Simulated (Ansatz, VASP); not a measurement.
# InGaAs2: VASP beside Ansatz, part 2 of 2

One calculation is typed for both programs; each brings its own data sets. How far apart do they land? The cell is generated by rule, not measured, and may not be a known phase. The cell is taken from a series of runs on this material, whose earlier steps may have relaxed, scaled, displaced or heated it; both programs get it as it stands.

VASP 6.6.1 and Ansatz 0.2.0.

So far. Step 3 (VASP: single point, LDA, pair 1): The run ends at a pressure of 0.19 GPa, with forces up to 0.0038 eV/Å.

The structure was built from a prototype and need not be the compound's stable phase.

### Step 5. Ansatz: single point, LDA, pair 2

Level of this step: Ansatz beside VASP: Kohn-Sham DFT, plane waves, LDA (Ansatz).

With cell and atoms fixed, the geometry can't cause a difference; cores, projectors, grids and the points listed under the comparison can. This pair takes another cell of the material, with 8 atoms against 4 for the pair before.

The cell is taken from a series of runs on this material, whose earlier steps may have relaxed, scaled, displaced or heated it; both programs get it as it stands.

The input, input.yaml:

```yaml
crystal:
  lattice:
    - [4.1081292808, 0.0, 0.0]
    - [0.0, 4.1079186382, 0.0]
    - [0.0, 0.0, 11.6754664999]
  atoms:
    - { symbol: In, position: [0.0, 0.0, 0.0657770845] }
    - { symbol: As, position: [0.5, 0.0, 0.1997423014] }
    - { symbol: In, position: [0.5, 0.5, 0.3337234138] }
    - { symbol: As, position: [0.0, 0.5, 0.4687714798] }
    - { symbol: Ga, position: [0.0, 0.0, 0.5836862269] }
    - { symbol: As, position: [0.5, 0.0, 0.6997546627] }
    - { symbol: Ga, position: [0.5, 0.5, 0.8158183044] }
    - { symbol: As, position: [0.0, 0.5, 0.9307337161] }
kpoints:
  mp_grid: { grid: [6, 6, 2] }
  band_path:
    path:
      - [[0.0, 0.0, 0.0], [0.5, 0.0, 0.0], [0.5, 0.5, 0.0], [0.0, 0.5, 0.0], [0.0, 0.0, 0.0], [0.0, 0.0, 0.5], [0.5, 0.0, 0.5], [0.5, 0.5, 0.5], [0.0, 0.5, 0.5], [0.0, 0.0, 0.5]]
      - [[0.5, 0.0, 0.0], [0.5, 0.0, 0.5]]
      - [[0.0, 0.5, 0.0], [0.0, 0.5, 0.5]]
      - [[0.5, 0.5, 0.0], [0.5, 0.5, 0.5]]
    npoints: 10
hamiltonian:
  xc: lda
  pseudopotentials: { kind: paw, azcp: { folder: soft_1 }, xc_functional: pbe }
scf:
  occupations: { method: fermi_dirac, width: 0.02 }
  n_extra_bands: 6
output:
  eigenvalues: true
  forces: true
  stress: true
```

Command:

```sh
$ ansatz run input.yaml --threads 32 --pin off --max-ram 82944MiB --backend cuda --events-out ev --progress --plain --runs-dir out --devices 1 --max-vram 78GiB
```

Numbers of over 12 decimals in the logs are rounded to 6 here.

The program printed:

```text
[...]
GPUs: using 1 of 1 available (devices: 1).
[...]
GPU FFT provider: cuFFT
GPU libraries: cuBLAS 13.8.1, cuFFT 12.4.0, cuSOLVER 12.3.2
[...]
Crystal: 8 atoms, lattice volume = 197.034 Å³
Basis set: ecut = 420 eV, 3887 PW (Γ)
Bands: 62, of which v1, the nominal top of the filled ones, is band 56 counted from 1 (55 counted from 0)
[...]
k-point 0: bands = [... 52 lower, 6.2785, 7.6663, 7.6678, 7.7908, 7.7910, 8.9812, 9.1103, 9.8979, ... 2 higher]
  k-point 1: bands = [... 52 lower, 6.9978, 6.9979, 7.3375, 7.3380, 8.9220, 9.0012, 9.6912, 9.6984, ... 2 higher]
  k-point 2: bands = [... 52 lower, 6.1938, 6.3992, 7.1115, 7.6847, 9.1775, 9.3016, 10.0109, 10.2959, ... 2 higher]
  k-point 31: bands = [... 52 lower, 4.9016, 4.9094, 4.9094, 4.9124, 10.0516, 10.0812, 10.1742, 10.2254, ... 2 higher]
[key lines of the parts left out:]
SCF converged after 10 iterations
Free energy (F): -37425.020821 eV
Fermi energy:    7.791796 eV
P = ⅓ Tr σ = -0.0123 GPa (-0.123 kbar)
```

### Step 6. VASP: single point, LDA, pair 2

The same cell, functional (in two slightly different forms), mesh and smearing now go to VASP, with its own data sets.

The input, INCAR:

```
SYSTEM = InGaAs2
PREC = Accurate
ENCUT = 500
EDIFF = 1E-06
NELM = 120
ISMEAR = -1
SIGMA = 0.02
LREAL = .FALSE.
ALGO = Normal
GGA = PW92
NBANDS = 44
LORBIT = 11
LWAVE = .FALSE.
LCHARG = .FALSE.
ISIF = 2
LASPH = .TRUE.
GGA_COMPAT = .FALSE.
KPAR = 2
```

The input, POSCAR:

```
InGaAs2
1.0
    4.1081292808      0.0000000000      0.0000000000
    0.0000000000      4.1079186382      0.0000000000
    0.0000000000      0.0000000000     11.6754664999
In As Ga
2 4 2
Direct
    0.0000000000      0.0000000000      0.0657770845
    0.5000000000      0.5000000000      0.3337234138
    0.5000000000      0.0000000000      0.1997502492
    0.0000000000      0.5000000000      0.4687691310
    0.5000000000      0.0000000000      0.6997502492
    0.0000000000      0.5000000000      0.9307313673
    0.0000000000      0.0000000000      0.5836842104
    0.5000000000      0.5000000000      0.8158162879
```

The input, KPOINTS:

```
Automatic mesh
0
Gamma
6 6 2
0 0 0
```

Potentials, in the order of the species: In_d, As and Ga_d (LDA family, release 64).

Command:

```sh
$ mpirun -np 2 vasp_std
```

The program printed:

```text
[banner, memory and clock lines left out]
running    2 mpi-ranks, on    1 nodes
[...]
[... a notice as in an earlier step ...]

 LDA part: xc-table for (Slater(with rela. corr.)+PW92), standard interpolation
 POSCAR, INCAR and KPOINTS ok, starting setup
[...]
entering main loop
       N       E                     dE             d eps       ncg     rms          rms(c)
DAV:   1     0.672727475470E+03    0.67273E+03   -0.31267E+04  2836   0.206E+03
DAV:   2     0.742578836069E+02   -0.59847E+03   -0.58417E+03  2928   0.537E+02
DAV:   3    -0.311543520733E+02   -0.10541E+03   -0.10185E+03  3216   0.202E+02
DAV:   4    -0.380086762348E+02   -0.68543E+01   -0.68061E+01  3584   0.494E+01
[...]
DAV:  12    -0.371222225356E+02   -0.38639E-05   -0.98653E-05  4236   0.491E-02    0.547E-02
DAV:  13    -0.371222213088E+02    0.12268E-05   -0.55476E-06  3304   0.192E-02    0.208E-02
DAV:  14    -0.371222206843E+02    0.62446E-06   -0.32247E-06  2492   0.135E-02
   1 F= -.37122221E+02 E0= -.37121778E+02  d E =-.886312E-03
```

Parts of OUTCAR (step 6):

```text
  Total        0.2231579      0.2319189      0.2272974      0.0000000      0.0000000      0.0000000
  in kB        1.8146077      1.8858478      1.8482680      0.0000000      0.0000000      0.0000000
  external PRESSURE =       1.8495745 kB  Pullay stress =       0.0000000 kB

 POSITION                                       TOTAL-FORCE (eV/Angst)
 -----------------------------------------------------------------------------------
      0.00000      0.00000      0.76798         0.000000      0.000000     -0.000086
      2.05406      2.05396      3.89638         0.000000      0.000000      0.000860
      2.05406      0.00000      2.33218         0.000000      0.000000     -0.000427
      0.00000      2.05396      5.47310         0.000000      0.000000     -0.003150
      2.05406      0.00000      8.16991         0.000000      0.000000     -0.000257
      0.00000      2.05396     10.86672         0.000000      0.000000      0.002517
      0.00000      0.00000      6.81479         0.000000      0.000000      0.002059
      2.05406      2.05396      9.52504         0.000000      0.000000     -0.001515
 -----------------------------------------------------------------------------------
    total drift:                                0.000000      0.000000     -0.000907

  FREE ENERGIE OF THE ION-ELECTRON SYSTEM (eV)
  ---------------------------------------------------
  free  energy   TOTEN  =       -37.1222206843 eV

  energy  without entropy=      -37.1213343718  energy(sigma->0) =      -37.12177753

[... 3 further parts left out ...]
[key lines of the parts left out:]
E-fermi :   4.3554
```

The run ends at a pressure of 0.18 GPa, with forces up to 0.0032 eV/Å.

### Step 7. Comparison

What differs besides the data sets and the points named for the pairs above, as far as they apply: the data sets hold 112 valence electrons in Ansatz (on its PAW soft_1 files) and 72 in VASP. Total energies have different zeros and are not compared.

Compared:

```
      quantity  Ansatz  VASP  difference
pressure (GPa)   -0.01  0.18       -0.20
```

At this near-relaxed geometry the largest component of a force difference is 3 meV/Å.

### Step 8. Summary of results

* difference in pressure (single point, LDA, pair 1): -0.20 GPa
* difference in pressure (single point, LDA, pair 2): -0.20 GPa

**Reading.** The difference in pressure is -0.20 GPa (single point, LDA, pair 1), within the 1 GPa picked in this series as the mark of a large difference. The data sets hold unlike numbers of valence electrons (56 in Ansatz and 36 in VASP and 112 in Ansatz and 72 in VASP), so part of the differences comes from the potentials. How closely two codes agree says nothing of how well the functional describes the real material.

[Lines on the potential files, build, host, timing and source positions are cut from VASP's logs without a mark.]

[Logs are printed without paths, hosts, clocks, repeated set-up lines and the standing remarks that a program may print on its own settings, such as how far it seeks lower states.]

[Hosts, paths, dates, database ids (printed as entryN), source tags and the programs' standing remarks are cut or masked in the printed files.]
